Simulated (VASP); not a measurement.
All values below come from LDA (Ceperley-Alder, Perdew-Zunger), VASP's LDA PAW potentials (set 64) (plane waves; VASP).

A VASP calculation is set up with these files.

**INCAR**
```
SYSTEM = SnSe2
PREC = Normal
ENCUT = 400
EDIFF = 1E-5
NELM = 100
ALGO = Fast
LREAL = .FALSE.
LASPH = .TRUE.
ISMEAR = 0
SIGMA = 0.05
LMAXMIX = 4
LWAVE = .FALSE.
LCHARG = .FALSE.
NELMIN = 4
IBRION = 2
ISIF = 2
NSW = 20
EDIFFG = -0.03
```

File POSCAR:
```
SnSe2
1
    3.8062093386     0.0000000000     0.0000000000
   -1.9031046693     3.2962741902     0.0000000000
    0.0000000000     0.0000000000     5.8840840698
Sn Se
1 2
Direct
  0.0000000000   0.0000000000   0.0000000000
  0.3333330000   0.6666670000   0.2500000000
  0.6666670000   0.3333330000   0.7500000000
```

### KPOINTS
```
kpoints
0
Gamma
 9 9 5
```

POTCAR, in this order: Sn_d Se (LDA.64 set). Program: vasp_std.

Output of the run:

**OUTCAR**
```
 ion  position               nearest neighbor table
   1  0.000  0.000  0.000-   2 2.64   3 2.64   3 2.64   2 2.64   3 2.64   2 2.64
   2  0.333  0.667  0.250-   1 2.64   1 2.64   1 2.64
   3  0.667  0.333  0.750-   1 2.64   1 2.64   1 2.64
  LATTYP: Found a hexagonal cell.
 ALAT       =     3.8062093386
 C/A-ratio  =     1.5459170914
 Subroutine PRICEL returns:
 Original cell was already a primitive cell.
 Subroutine GETGRP returns: Found 12 space group operations
The static configuration has the point symmetry D_3d.
The dynamic configuration has the point symmetry D_3d.
 Subroutine INISYM returns: Found 12 space group operations
 Subroutine IBZKPT returns following result:
 Found     50 irreducible k-points:

 Following reciprocal coordinates:
            Coordinates               Weight
  0.000000  0.000000  0.000000      1.000000
  0.111111 -0.000000  0.000000      6.000000
  0.222222 -0.000000  0.000000      6.000000
  0.333333 -0.000000  0.000000      6.000000
  0.444444 -0.000000  0.000000      6.000000
  0.111111  0.111111  0.000000      6.000000
  0.222222  0.111111  0.000000     12.000000
  0.333333  0.111111  0.000000     12.000000
  0.444444  0.111111  0.000000      6.000000
  0.222222  0.222222  0.000000      6.000000
  0.333333  0.222222  0.000000     12.000000
  0.333333  0.333333  0.000000      2.000000
  0.000000  0.000000  0.200000      2.000000
  0.111111 -0.000000  0.200000      6.000000
  0.000000  0.111111  0.200000      6.000000
  0.222222 -0.000000  0.200000      6.000000
  0.000000  0.222222  0.200000      6.000000
  0.333333 -0.000000  0.200000      6.000000
  0.000000  0.333333  0.200000      6.000000
  0.444444 -0.000000  0.200000      6.000000
  0.000000  0.444444  0.200000      6.000000
  0.111111  0.111111  0.200000     12.000000
...
```

OSZICAR:
```
       N       E                     dE             d eps       ncg     rms          rms(c)
DAV:   1     0.176563958127E+03    0.17656E+03   -0.10961E+04  1717   0.148E+03
DAV:   2     0.402673390158E+01   -0.17254E+03   -0.16969E+03  1903   0.356E+02
DAV:   3    -0.134972875387E+02   -0.17524E+02   -0.17108E+02  2105   0.113E+02
DAV:   4    -0.140033722990E+02   -0.50608E+00   -0.50559E+00  2214   0.204E+01
DAV:   5    -0.140144838224E+02   -0.11112E-01   -0.11111E-01  2495   0.292E+00    0.571E+00
RMM:   6    -0.137222423101E+02    0.29224E+00   -0.40722E-01  1886   0.509E+00    0.349E+00
RMM:   7    -0.136864954501E+02    0.35747E-01   -0.28004E-01  1788   0.262E+00    0.104E+00
RMM:   8    -0.136792006319E+02    0.72948E-02   -0.31331E-02  1909   0.204E+00    0.157E-01
RMM:   9    -0.136793077630E+02   -0.10713E-03   -0.53076E-03  2059   0.673E-01    0.935E-02
RMM:  10    -0.136793997243E+02   -0.91961E-04   -0.13755E-03  2069   0.341E-01    0.660E-02
RMM:  11    -0.136794255809E+02   -0.25857E-04   -0.31408E-04  1881   0.137E-01    0.368E-02
RMM:  12    -0.136794073277E+02    0.18253E-04   -0.74435E-05  1675   0.812E-02    0.170E-02
RMM:  13    -0.136794090901E+02   -0.17623E-05   -0.26132E-05  1281   0.419E-02
   1 F= -.13679409E+02 E0= -.13679409E+02  d E =-.136794E+02
       N       E                     dE             d eps       ncg     rms          rms(c)
DAV:   1    -0.137427875907E+02   -0.63380E-01   -0.50210E+00  1734   0.103E+01    0.667E-01
RMM:   2    -0.137626511623E+02   -0.19864E-01   -0.24459E-01  1848   0.266E+00    0.188E-01
RMM:   3    -0.137654683373E+02   -0.28172E-02   -0.29886E-02  1959   0.115E+00    0.189E-01
RMM:   4    -0.137655253121E+02   -0.56975E-04   -0.44134E-03  2010   0.501E-01    0.717E-02
RMM:   5    -0.137656002610E+02   -0.74949E-04   -0.10304E-03  1870   0.235E-01    0.326E-02
RMM:   6    -0.137656157828E+02   -0.15522E-04   -0.29453E-04  1862   0.116E-01    0.124E-02
RMM:   7    -0.137656168377E+02   -0.10548E-05   -0.60432E-05  1672   0.619E-02
   2 F= -.13765617E+02 E0= -.13765617E+02  d E =-.862077E-01
       N       E                     dE             d eps       ncg     rms          rms(c)
DAV:   1    -0.137723389336E+02   -0.67232E-02   -0.48400E+00  1773   0.101E+01    0.654E-01
RMM:   2    -0.137908809849E+02   -0.18542E-01   -0.22785E-01  1841   0.257E+00    0.173E-01
RMM:   3    -0.137932907619E+02   -0.24098E-02   -0.26026E-02  1954   0.110E+00    0.168E-01
RMM:   4    -0.137933707555E+02   -0.79994E-04   -0.41410E-03  2047   0.488E-01    0.681E-02
RMM:   5    -0.137934369012E+02   -0.66146E-04   -0.95941E-04  1869   0.226E-01    0.374E-02
RMM:   6    -0.137934485148E+02   -0.11614E-04   -0.23185E-04  1911   0.110E-01    0.118E-02
RMM:   7    -0.137934513770E+02   -0.28622E-05   -0.46604E-05  1564   0.491E-02
   3 F= -.13793451E+02 E0= -.13793451E+02  d E =-.114042E+00
```

File OUTCAR:
```
------------------------ aborting loop because EDIFF is reached ----------------------------------------
  FORCE on cell =-STRESS in cart. coord.  units (eV):
  Direction    XX          YY          ZZ          XY          YZ          ZX
  --------------------------------------------------------------------------------------
  Total       -0.0241917     -0.0241917      0.0310031      0.0000000      0.0000000     -0.0000000
  in kB       -0.5250274     -0.5250274      0.6728536      0.0000000      0.0000000     -0.0000000
  external PRESSURE =      -0.1257337 kB  Pullay stress =       0.0000000 kB
  volume of cell :       73.82
      direct lattice vectors                 reciprocal lattice vectors
     3.806209339  0.000000000  0.000000000     0.262728587  0.151686411  0.000000000
    -1.903104669  3.296274190  0.000000000     0.000000000  0.303372821  0.000000000
     0.000000000  0.000000000  5.884084070     0.000000000  0.000000000  0.169949985
 POSITION                                       TOTAL-FORCE (eV/Angst)
 -----------------------------------------------------------------------------------
      0.00000      0.00000      0.00000         0.000000      0.000000      0.000000
     -0.00000      2.19752      1.57620         0.000000     -0.000000      0.010273
      1.90311      1.09876      4.30788        -0.000000      0.000000     -0.010273
 -----------------------------------------------------------------------------------
    total drift:                               -0.000000     -0.000000      0.000000
  FREE ENERGIE OF THE ION-ELECTRON SYSTEM (eV)
  ---------------------------------------------------
  free  energy   TOTEN  =       -13.7934513770 eV

  energy  without entropy=      -13.7934511777  energy(sigma->0) =      -13.79345128

 reached required accuracy - stopping structural energy minimisation
```
(Selected blocks of OUTCAR.)

**CONTCAR**
```
SnSe2
   1.00000000000000
     3.8062093386000000    0.0000000000000000    0.0000000000000000
    -1.9031046693000000    3.2962741902000001    0.0000000000000000
     0.0000000000000000    0.0000000000000000    5.8840840698000001
  Sn              Se
     1     2
Direct
     0.0000000000000000    0.0000000000000000    0.0000000000000000
     0.3333330000000032    0.6666669999999968    0.2678750327633822
     0.6666669999999968    0.3333330000000032    0.7321249672366178
```

The compound is SnSe2 in the 1T layered structure. This run relaxes the ions in a fixed cell. Symmetry was kept, so distortions that lower it aren't found.
